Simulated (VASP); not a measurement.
A run of VASP 6.6.1:

POSCAR

```
GaSb
1.0
    0.0000000000      3.0556142847      3.0556142847
    3.0556142847      0.0000000000      3.0556142847
    3.0556142847      3.0556142847      0.0000000000
Ga Sb
1 1
Direct
    0.0000000000      0.0000000000      0.0000000000
    0.2500000000      0.2500000000      0.2500000000
```

The input INCAR.step1:

```
SYSTEM = GaSb
PREC     = Accurate       ! precision mode
ENCUT    = 520            ! plane-wave cutoff, eV
EDIFF    = 1E-5           ! SCF threshold, eV
ISMEAR   = 0              ! smearing method
SIGMA    = 0.1            ! smearing width, eV
LREAL    = .FALSE.        ! projectors in reciprocal space
LASPH    = .TRUE.         ! aspherical terms in the spheres
NELM     = 100            ! most SCF steps
ALGO     = Normal         ! electronic algorithm
ISIF     = 2              ! what is computed and relaxed
LWAVE    = .TRUE.         ! write WAVECAR
GGA      = PE             ! functional
NBANDS   = 16             ! bands
```

Contents of INCAR.step2:

```
SYSTEM = GaSb
PREC     = Accurate       ! precision mode
ENCUT    = 520            ! plane-wave cutoff, eV
EDIFF    = 1E-6           ! SCF threshold, eV
ISMEAR   = 0              ! smearing method
SIGMA    = 0.1            ! smearing width, eV
LREAL    = .FALSE.        ! projectors in reciprocal space
LASPH    = .TRUE.         ! aspherical terms in the spheres
NELM     = 100            ! most SCF steps
ALGO     = Normal         ! electronic algorithm
ISIF     = 2              ! what is computed and relaxed
LWAVE    = .FALSE.        ! write WAVECAR
LCHARG   = .TRUE.         ! write CHGCAR
GGA      = PE             ! functional
LHFCALC  = .TRUE.         ! exact exchange
HFSCREEN = 0.2079         ! screening, 1/A
PRECFOCK = Normal       
LELF     = .TRUE.         ! ELF
LVHAR    = .TRUE.       
ISTART   = 1            
NBANDS   = 16             ! bands
```

File KPOINTS:

```
regular mesh
0
G
  4 4 4
  0 0 0
```

Potentials or basis: VASP PAW PBE potentials, release 64 (Ga_d, Sb).

Launch:

```bash
$ cat potpaw_PBE.64/Ga_d/POTCAR potpaw_PBE.64/Sb/POTCAR > POTCAR
$ cp INCAR.step1 INCAR
$ mpirun -np 1 vasp_std > vasp.out
$ cp INCAR.step2 INCAR
$ mpirun -np 1 vasp_std > vasp.out
```

Hardware: 1 thread of Intel(R) Xeon(R) 6975P-C (Granite Rapids), on a shared host.

Q: Estimate the wall time of this run.

A: Run time: 4.9 min on 1 thread of Intel(R) Xeon(R) 6975P-C (Granite Rapids), with other jobs on the host, peak memory 0.3 GiB. Counts: scf iterations 9, k points 8.
